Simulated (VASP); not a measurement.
Method: PBE GGA, VASP's PBE PAW potentials (set 64) (plane waves; VASP 6.6.1).

The input files of a VASP run:

### INCAR
```
# general
SYSTEM   =  PbF2
PREC     =  Accurate
ENCUT    =  520
LREAL    =  .FALSE.
LASPH    =  .TRUE.

# electronic loop
EDIFF    =  1E-6
NELM     =  100
ALGO     =  Normal
LMAXMIX  =  4

# smearing
ISMEAR   =  1
SIGMA    =  0.2

# functional
GGA      =  PE

# ions
ISIF     =  2

# output
LWAVE    =  .FALSE.
LCHARG   =  .FALSE.
```

POSCAR:
```
PbF2
1
    0.0000000000     2.9700000000     2.9700000000
    2.9700000000     0.0000000000     2.9700000000
    2.9700000000     2.9700000000     0.0000000000
Pb F
1 2
Direct
  0.0000000000   0.0000000000   0.0000000000
  0.2500000000   0.2500000000   0.2500000000
  0.7500000000   0.7500000000   0.7500000000
```

File KPOINTS:
```
Automatic mesh
0
Gamma
6 6 6
0 0 0
```

POTCAR, in this order: Pb_d F (PBE.64 set). Program: vasp_std.

Output of the run:

### OSZICAR
```
       N       E                     dE             d eps       ncg     rms          rms(c)
DAV:   1     0.303044122537E+03    0.30304E+03   -0.15452E+04   576   0.179E+03
DAV:   2     0.607568054778E+01   -0.29697E+03   -0.28650E+03   694   0.458E+02
DAV:   3    -0.156598655148E+02   -0.21736E+02   -0.21579E+02   660   0.141E+02
DAV:   4    -0.162599375725E+02   -0.60007E+00   -0.59928E+00   610   0.247E+01
DAV:   5    -0.162834869534E+02   -0.23549E-01   -0.23548E-01   674   0.482E+00    0.801E+00
DAV:   6    -0.143429325375E+02    0.19406E+01   -0.10342E+01   742   0.271E+01    0.270E+00
DAV:   7    -0.143384556107E+02    0.44769E-02   -0.45001E-01   592   0.463E+00    0.155E+00
DAV:   8    -0.143351281242E+02    0.33275E-02   -0.10022E-01   582   0.398E+00    0.489E-01
DAV:   9    -0.143326561954E+02    0.24719E-02   -0.18938E-02   666   0.108E+00    0.996E-02
DAV:  10    -0.143337989585E+02   -0.11428E-02   -0.13750E-03   580   0.379E-01    0.251E-02
DAV:  11    -0.143337995615E+02   -0.60301E-06   -0.89108E-05   622   0.916E-02    0.946E-03
DAV:  12    -0.143338090870E+02   -0.95255E-05   -0.26378E-05   634   0.532E-02    0.713E-03
DAV:  13    -0.143338082866E+02    0.80039E-06   -0.62586E-06   512   0.301E-02
   1 F= -.14333808E+02 E0= -.14336659E+02  d E =0.855114E-02
```

**OUTCAR**
```
------------------------ aborting loop because EDIFF is reached ----------------------------------------
  FORCE on cell =-STRESS in cart. coord.  units (eV):
  Direction    XX          YY          ZZ          XY          YZ          ZX
  --------------------------------------------------------------------------------------
  Total        0.6404936      0.6404936      0.6404936      0.0000000      0.0000000      0.0000000
  in kB       19.5851096     19.5851096     19.5851096      0.0000000      0.0000000      0.0000000
  external PRESSURE =      19.5851096 kB  Pullay stress =       0.0000000 kB
  volume of cell :       52.40
      direct lattice vectors                 reciprocal lattice vectors
     0.000000000  2.970000000  2.970000000    -0.168350168  0.168350168  0.168350168
     2.970000000  0.000000000  2.970000000     0.168350168 -0.168350168  0.168350168
     2.970000000  2.970000000  0.000000000     0.168350168  0.168350168 -0.168350168
 POSITION                                       TOTAL-FORCE (eV/Angst)
 -----------------------------------------------------------------------------------
      0.00000      0.00000      0.00000        -0.000000     -0.000000     -0.000000
      1.48500      1.48500      1.48500        -0.000000     -0.000000      0.000000
      4.45500      4.45500      4.45500         0.000000      0.000000     -0.000000
 -----------------------------------------------------------------------------------
    total drift:                                0.000000     -0.000000      0.000000
  FREE ENERGIE OF THE ION-ELECTRON SYSTEM (eV)
  ---------------------------------------------------
  free  energy   TOTEN  =       -14.3338082866 eV

  energy  without entropy=      -14.3423594314  energy(sigma->0) =      -14.33665867
```
(Selected blocks of OUTCAR.)

The compound is PbF2 in the fluorite structure, the β form. The cell was not relaxed at this level. The run is one of a series of settings (ISMEAR = 1, SIGMA = 0.2 against the base run), some of them coarse on purpose.
